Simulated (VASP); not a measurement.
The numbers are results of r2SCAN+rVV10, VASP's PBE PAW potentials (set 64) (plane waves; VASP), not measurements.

VASP ran on this input.

**POSCAR**
```
TiB2
1
    1.5103582643    -2.6160172778     0.0000000000
    1.5103582643     2.6160172778     0.0000000000
    0.0000000000     0.0000000000     3.1819276551
Ti B
1 2
Direct
  0.0000000000   1.0000000000   1.0000000000
  0.3333330000   0.6666670000   0.5000000000
  0.6666670000   0.3333330000   0.5000000000
```

**INCAR**
```
EDIFFG  =  -0.02   # ionic stop
LMAXMIX  =  4   # l cut-off of mixed one-centre charges
BPARAM  =  11.95
ENCUT  =  520
NELM  =  100   # most electronic steps
SIGMA  =  0.1   # width (eV)
LREAL  =  .FALSE.   # projection in real space or not
PREC  =  Accurate
ALGO  =  Normal
METAGGA  =  R2SCAN
LUSE_VDW  =  .TRUE.
ISMEAR  =  1   # Methfessel-Paxton
SYSTEM  =  TiB2
LWAVE  =  .FALSE.
EDIFF  =  1E-6   # SCF stop (eV)
LCHARG  =  .FALSE.
IBRION  =  2   # conjugate gradients
ISIF  =  3   # ions, shape and volume
CPARAM  =  0.0093
NSW  =  60   # most ionic steps
LASPH  =  .TRUE.   # aspherical one-centre terms
LMIXTAU  =  .TRUE.
```

File KPOINTS:
```
kpoints
0
gamma
  11 11 9
```

POTCAR, in this order: Ti_sv B (PBE.64 set). Program: vasp_std.

The run wrote:

OSZICAR:
```
       N       E                     dE             d eps       ncg     rms          rms(c)
DAV:   1     0.123332806334E+03    0.12333E+03   -0.96595E+03  2080   0.162E+03
DAV:   2    -0.291511188056E+02   -0.15248E+03   -0.14867E+03  2145   0.406E+02
DAV:   3    -0.388293428423E+02   -0.96782E+01   -0.94748E+01  3060   0.976E+01
DAV:   4    -0.391681921884E+02   -0.33885E+00   -0.33776E+00  2689   0.165E+01
DAV:   5    -0.391799708795E+02   -0.11779E-01   -0.11778E-01  3063   0.264E+00    0.184E+01
DAV:   6    -0.306114093537E+02    0.85686E+01   -0.25385E+01  2844   0.736E+01    0.333E+00
DAV:   7    -0.306363441295E+02   -0.24935E-01   -0.15825E+00  2275   0.156E+01    0.310E+00
DAV:   8    -0.305713291102E+02    0.65015E-01   -0.67878E-01  2420   0.106E+01    0.127E+00
DAV:   9    -0.305506666592E+02    0.20662E-01   -0.91758E-01  2430   0.135E+01    0.119E+00
DAV:  10    -0.306983225912E+02   -0.14766E+00   -0.24521E-01  2512   0.529E+00    0.362E-01
DAV:  11    -0.306997840807E+02   -0.14615E-02   -0.64138E-03  2295   0.982E-01    0.292E-01
DAV:  12    -0.306994374317E+02    0.34665E-03   -0.98960E-04  2370   0.362E-01    0.617E-02
DAV:  13    -0.306992442861E+02    0.19315E-03   -0.15707E-03  2405   0.398E-01    0.334E-02
DAV:  14    -0.306994215211E+02   -0.17723E-03   -0.18827E-04  2623   0.191E-01    0.349E-02
DAV:  15    -0.306994618671E+02   -0.40346E-04   -0.29646E-04  2265   0.212E-01    0.237E-02
DAV:  16    -0.306995223896E+02   -0.60523E-04   -0.33976E-05  2325   0.872E-02    0.916E-03
DAV:  17    -0.306995298758E+02   -0.74862E-05   -0.86526E-06  2360   0.327E-02    0.471E-03
DAV:  18    -0.306995329357E+02   -0.30599E-05   -0.39273E-06  2214   0.271E-02    0.152E-03
DAV:  19    -0.306995326876E+02    0.24806E-06   -0.20257E-07  1080   0.566E-03
   1 F= -.30699533E+02 E0= -.30699367E+02  d E =-.306995E+02
       N       E                     dE             d eps       ncg     rms          rms(c)
DAV:   1    -0.308334567280E+02   -0.13392E+00   -0.33656E+00  2447   0.314E+01    0.357E+00
DAV:   2    -0.307094021170E+02    0.12405E+00   -0.75413E-01  2442   0.134E+01    0.787E-01
DAV:   3    -0.306999230006E+02    0.94791E-02   -0.62278E-02  2937   0.261E+00    0.292E-01
DAV:   4    -0.307001323184E+02   -0.20932E-03   -0.11029E-02  2997   0.963E-01    0.122E-01
DAV:   5    -0.307019832867E+02   -0.18510E-02   -0.65103E-03  2903   0.593E-01    0.145E-01
DAV:   6    -0.307025541662E+02   -0.57088E-03   -0.62579E-04  2100   0.361E-01    0.530E-02
DAV:   7    -0.307026862850E+02   -0.13212E-03   -0.92130E-04  2569   0.359E-01    0.397E-02
DAV:   8    -0.307026702997E+02    0.15985E-04   -0.80500E-05  2290   0.108E-01    0.365E-02
DAV:   9    -0.307026361813E+02    0.34118E-04   -0.14182E-05  2225   0.536E-02    0.109E-02
DAV:  10    -0.307026303523E+02    0.58289E-05   -0.18550E-05  2470   0.444E-02    0.725E-03
DAV:  11    -0.307026321291E+02   -0.17768E-05   -0.87973E-07  1303   0.125E-02    0.528E-03
DAV:  12    -0.307026306918E+02    0.14373E-05   -0.41385E-07  1070   0.113E-02    0.180E-03
DAV:  13    -0.307026311662E+02   -0.47442E-06   -0.10316E-07  1060   0.445E-03
   2 F= -.30702631E+02 E0= -.30702526E+02  d E =-.309848E-02
       N       E                     dE             d eps       ncg     rms          rms(c)
DAV:   1    -0.307275196524E+02   -0.24889E-01   -0.56893E-01  2488   0.127E+01    0.145E+00
DAV:   2    -0.307062170933E+02    0.21303E-01   -0.10930E-01  2414   0.519E+00    0.322E-01
DAV:   3    -0.307050100359E+02    0.12071E-02   -0.92608E-03  2894   0.976E-01    0.116E-01
DAV:   4    -0.307050971835E+02   -0.87148E-04   -0.18150E-03  3008   0.396E-01    0.535E-02
DAV:   5    -0.307053961234E+02   -0.29894E-03   -0.10598E-03  2862   0.256E-01    0.572E-02
DAV:   6    -0.307055446081E+02   -0.14848E-03   -0.10027E-04  2124   0.139E-01    0.183E-02
DAV:   7    -0.307055686035E+02   -0.23995E-04   -0.12772E-04  2627   0.123E-01    0.164E-02
DAV:   8    -0.307055653722E+02    0.32313E-05   -0.10995E-05  2265   0.373E-02    0.149E-02
DAV:   9    -0.307055670189E+02   -0.16467E-05   -0.17408E-06  1795   0.187E-02    0.614E-03
DAV:  10    -0.307055716194E+02   -0.46005E-05   -0.35200E-06  2268   0.218E-02    0.333E-03
DAV:  11    -0.307055705727E+02    0.10467E-05   -0.15541E-07  1050   0.562E-03    0.238E-03
DAV:  12    -0.307055711212E+02   -0.54853E-06   -0.60558E-08  1040   0.401E-03
   3 F= -.30705571E+02 E0= -.30705435E+02  d E =-.603843E-02
       N       E                     dE             d eps       ncg     rms          rms(c)
DAV:   1    -0.307080851179E+02   -0.25145E-02   -0.10336E-01  2225   0.547E+00    0.362E-01
DAV:   2    -0.307065095353E+02    0.15756E-02   -0.92812E-03  2192   0.127E+00    0.179E-01
DAV:   3    -0.307062368264E+02    0.27271E-03   -0.57923E-04  2541   0.309E-01    0.870E-02
DAV:   4    -0.307061795922E+02    0.57234E-04   -0.30147E-04  3092   0.180E-01    0.178E-02
DAV:   5    -0.307062106875E+02   -0.31095E-04   -0.15429E-04  2120   0.163E-01    0.961E-03
DAV:   6    -0.307061757970E+02    0.34890E-04   -0.45254E-05  2080   0.975E-02    0.271E-03
DAV:   7    -0.307061748380E+02    0.95903E-06   -0.28111E-06  2346   0.202E-02
   4 F= -.30706175E+02 E0= -.30706082E+02  d E =-.603717E-03
```

### OUTCAR
```
------------------------ aborting loop because EDIFF is reached ----------------------------------------
  FORCE on cell =-STRESS in cart. coord.  units (eV):
  Direction    XX          YY          ZZ          XY          YZ          ZX
  --------------------------------------------------------------------------------------
  Total        0.0402013      0.0402013     -0.0408445      0.0000000      0.0000000      0.0000000
  in kB        2.5237696      2.5237697     -2.5641453      0.0000000      0.0000000      0.0000000
  external PRESSURE =       0.8277980 kB  Pullay stress =       0.0000000 kB
  volume of cell :       25.52
      direct lattice vectors                 reciprocal lattice vectors
     1.511886524 -2.618664301  0.000000000     0.330712651 -0.190937036 -0.000000000
     1.511886524  2.618664301  0.000000000     0.330712651  0.190937036  0.000000000
     0.000000000 -0.000000000  3.223089630    -0.000000000 -0.000000000  0.310261307
 POSITION                                       TOTAL-FORCE (eV/Angst)
 -----------------------------------------------------------------------------------
      0.00000      0.00000      0.00000        -0.000000      0.000000     -0.000000
      1.51189      0.87289      1.61154        -0.000000      0.000000     -0.000000
      1.51189     -0.87289      1.61154         0.000000     -0.000000      0.000000
 -----------------------------------------------------------------------------------
    total drift:                                0.000000     -0.000000      0.000000
  FREE ENERGIE OF THE ION-ELECTRON SYSTEM (eV)
  ---------------------------------------------------
  free  energy   TOTEN  =       -30.7061748380 eV

  energy  without entropy=      -30.7058963566  energy(sigma->0) =      -30.70608201

 reached required accuracy - stopping structural energy minimisation
```
(Selected blocks of OUTCAR.)

### CONTCAR
```
TiB2
   1.00000000000000
     1.5118865239634010   -2.6186643012627222    0.0000000000000000
     1.5118865239634010    2.6186643012627222    0.0000000000000000
     0.0000000000000000   -0.0000000000000000    3.2230896296522720
  Ti              B
     1     2
Direct
     0.0000000000000000    0.0000000000000000    0.0000000000000000
     0.3333330000000032    0.6666669999999968    0.5000000000000000
     0.6666669999999968    0.3333330000000032    0.5000000000000000
```

The compound is TiB2 in the AlB2 type structure. This run relaxes it. Symmetry was kept, so distortions that lower it aren't found.
